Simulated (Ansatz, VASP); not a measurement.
# AlFe3B in VASP and in Ansatz

The input INCAR:

```
PREC = Accurate
ENCUT = 520
EDIFF = 1E-7
ISMEAR = -1
SIGMA = 0.05
LREAL = F
LASPH = T
NELM = 100
ALGO = Normal
ISIF = 2
LWAVE = F
LCHARG = F
ISPIN = 2
MAGMOM = 3 3 3 0 0
LORBIT = 11
LMAXMIX = 4
GGA = PE
NBANDS = 27
```

Contents of KPOINTS:

```
regular mesh
0
Gamma
  7 7 7
```

The input POSCAR:

```
AlFe3B
1.0
    3.7442935342      0.0000000000      0.0000000000
    0.0000000000      3.7442935342      0.0000000000
    0.0000000000      0.0000000000      3.7442935342
Fe Al B
3 1 1
Direct
    0.0000000000      0.0000000000      0.5000000000
    0.0000000000      0.5000000000      0.0000000000
    0.5000000000      0.0000000000      0.0000000000
    0.5000000000      0.5000000000      0.5000000000
    0.0000000000      0.0000000000      0.0000000000
```

File input.yaml:

```yaml
crystal:
  lattice:
    - [3.7442935342, 0.0, 0.0]
    - [0.0, 3.7442935342, 0.0]
    - [0.0, 0.0, 3.7442935342]
  atoms:
    - { symbol: Fe, position: [0.0, 0.0, 0.5], spin: 3.0 }
    - { symbol: Fe, position: [0.0, 0.5, 0.0], spin: 3.0 }
    - { symbol: Fe, position: [0.5, 0.0, 0.0], spin: 3.0 }
    - { symbol: Al, position: [0.5, 0.5, 0.5] }
    - { symbol: B, position: [0.0, 0.0, 0.0] }
hamiltonian:
  xc: pbe
  pseudopotentials: { kind: paw }
magnetization:
  spin_polarized: true
kpoints:
  mp_grid: { grid: [7, 7, 7] }
scf:
  occupations: { method: fermi_dirac, width: 0.05 }
output:
  forces: true
  stress: true
  eigenvalues: true
```

Change from the starting cell: volume scaled by 0.94.

Alike in both runs: task single point; functional PBE; k mesh 7 × 7 × 7; occupations fermi-dirac, width 0.05 eV; collinear spin, ferromagnetic start.

```csv
,VASP,Ansatz
version,VASP 6.6.1,Ansatz 0.2.0
potentials or method,"VASP PAW PBE potentials, release 64 (Fe, Al, B)",Ansatz PAW
plane-wave cutoff (eV),520,420
valence electrons in the cell,30,54
```

|  | VASP | Ansatz | Ansatz less VASP |
| --- | --- | --- | --- |
| gap on the k mesh at the Fermi level (eV) | none | none | - |
| pressure (GPa) | 12.6 | 12.0 | -0.57 |
| net moment per atom (μB) | 0.80 | 0.80 | -0.003 |
| size of the moment on the site where the two differ most (μB) | 1.43 | 1.32 | -0.109 |

Site moments also hang on the region over which each program counts them. A gap of «none» marks a metal or a gap that the smearing closes. The two sets of potentials don't hold the same shells in valence.
